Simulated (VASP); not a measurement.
SnSe2:

```
Sn Se
1.0
     3.81100    0.00000    0.00000
    -1.90550    3.30042    0.00000
     0.00000    0.00000    6.13600
Sn Se
1 2
Cartesian
  0.0000 0.0000 0.0000
  0.0000 2.2003 1.5279
  1.9055 1.1001 4.6081
```

* Program: VASP 6.6.1
* Task: relaxation of cell and atoms
* Functional: PBEsol
* Potentials or basis: VASP PAW PBE potentials, release 64 (Sn_d, Se)
* Cutoff: 600 eV
* k mesh: 9 × 9 × 5
* Occupations: gaussian, width 0.03 eV
* Spin: no spin polarisation

At the start: pressure 2.6 GPa; volume 25.73 Å³/atom.

**Question.** Where does the relaxation end?

**Answer.** Over 20 steps the energy falls by 12.9 meV/atom and the volume is 25.93 Å³/atom (+0.8 %); space group P-3m1 (No. 164, to 0.05 Å).

The path:
| step | energy change (eV) | largest force (eV/Å) | pressure (GPa) | volume (Å³) |
| --- | --- | --- | --- | --- |
| 1 | 0.0000 | 0.6233 | 2.65 | 77.18 |
| 2 | -0.0132 | 0.2780 | -2.39 | 82.02 |
| 3 | -0.0337 | 0.0961 | -0.37 | 79.83 |
| 4 | -0.0368 | 0.0485 | -0.21 | 79.40 |
| 5 | -0.0375 | 0.0117 | -0.06 | 79.07 |
| 6 | -0.0375 | 0.0153 | -0.09 | 79.10 |
| 7 | -0.0376 | 0.0337 | 0.05 | 78.93 |
| 8 | -0.0376 | 0.0393 | 0.09 | 78.88 |
| 9 | -0.0377 | 0.0379 | 0.07 | 78.86 |
| 10 | -0.0379 | 0.0333 | 0.04 | 78.79 |
| 11 | -0.0382 | 0.0243 | -0.05 | 78.66 |
| 12 | -0.0384 | 0.0070 | -0.21 | 78.40 |
| 13 | -0.0385 | 0.0085 | -0.16 | 78.31 |
| 14 | -0.0386 | 0.0132 | -0.11 | 78.06 |
| 15 | -0.0386 | 0.0230 | 0.04 | 77.56 |
| 16 | -0.0386 | 0.0190 | -0.02 | 77.79 |
| 17 | -0.0386 | 0.0178 | -0.05 | 77.84 |
| 18 | -0.0386 | 0.0183 | -0.02 | 77.81 |
| 19 | -0.0387 | 0.0141 | -0.02 | 77.80 |
| 20 | -0.0388 | 0.0001 | -0.03 | 77.78 |

Final structure:
```yaml
crystal:
  lattice:
    - [3.82223, 0.00000, 0.00000]
    - [-1.91112, 3.31015, 0.00000]
    - [0.00000, 0.00000, 6.14771]
  atoms:
    - { symbol: Sn, position: [0.00000, 0.00000, 0.00000] }
    - { symbol: Se, position: [0.33333, 0.66667, 0.25814] }
    - { symbol: Se, position: [0.66667, 0.33333, 0.74186] }
```

Caveat: the PAW data sets were made with another functional, which shifts forces and pressure a little; this functional lacks dispersion, which binds the layers, so the pressure and a relaxed spacing across them are unreliable.
